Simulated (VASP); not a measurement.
```xyz
5
Lattice="4.0770 0.0000 0.0000 0.0000 2.8833 2.8815 0.0000 -2.8833 2.8815" Properties=species:S:1:pos:R:3 pbc="T T T"
Mg     0.0000     0.0000     2.8770
Tl     2.0385     0.0000     5.7501
F      2.0385     0.0000     2.8666
F      0.0000     1.4442     4.3097
F      0.0000    -1.4442     4.3097
```

Calculation: PBEsol GGA, VASP's PBE PAW potentials (set 64) (plane waves; VASP). Run with 400 eV cut-off, 7×7×7 Γ-centred mesh, Gaussian smearing of 0.010 eV, potentials Mg Tl_d F.

Unless said otherwise, spin-orbit coupling is left out, though it shifts the bands of the heavy elements here.

Q: Give the energies of bands 9 to 21 at the high-symmetry points, in eV from the valence-band maximum.

A: 
```
band      Γ      Y     F0      Z     B0      T      S      R
----  -----  -----  -----  -----  -----  -----  -----  -----
9     -4.41  -5.01  -5.01  -4.91  -5.57  -5.57  -4.91  -5.01
10    -4.41  -4.76  -4.76  -3.98  -4.20  -4.20  -3.98  -4.75
11    -4.41  -3.66  -3.66  -3.89  -4.20  -4.20  -3.89  -3.66
12    -3.08  -3.20  -3.20  -3.89  -4.20  -4.20  -3.89  -3.20
13    -2.47  -3.19  -3.19  -2.91  -2.92  -2.92  -2.91  -3.20
14    -2.47  -2.93  -2.93  -2.91  -2.92  -2.92  -2.91  -2.93
15    -2.47  -2.60  -2.60  -2.45  -1.88  -1.88  -2.45  -2.60
16    -2.37  -2.59  -2.59  -2.25  -1.88  -1.88  -2.25  -2.59
17    -2.37  -1.84  -1.84  -2.25  -1.88  -1.88  -2.25  -1.84
18    -2.37   0.00   0.00  -0.02  -1.75  -1.75  -0.01   0.00
19     8.35   5.56   5.56   4.06   7.06   7.06   4.06   5.56
20     8.72   5.57   5.57   8.11   7.07   7.07   8.11   5.56
21     8.73   7.81   7.81   8.11   7.07   7.07   8.11   7.81
```

The gap is indirect, 4.06 eV, from the valence maximum at R to the conduction minimum at S.

The structure comes from a computed database's MgTlF3 entry (Amm2); how it stands against other phases isn't given here. The cell was not relaxed at this level.
